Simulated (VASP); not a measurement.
These are PBEsol GGA, VASP's PBE PAW potentials (set 64) (plane waves; VASP) values and carry that method's errors. For the first row: Numerical set-up: 520 eV cut-off, 12×12×12 Γ-centred mesh, first-order Methfessel-Paxton smearing of 0.10 eV, potentials Al Ru_pv.

| system | energy (eV/atom) |
|---|---|
| RuAl (CsCl type) | -7.7633 |
| Al (fcc) | -4.0979 |
| Ru (hcp) | -10.1731 |

The references are the elements' solids at the same level; no temperature or zero-point terms are added.

Problem. What is the formation energy per atom of RuAl?

Solution. The references average (1×(-4.0979) + 1×(-10.1731))/2 = -7.1355 eV, so the formation energy is -7.7633 − (-7.1355) = -0.628 eV/atom.
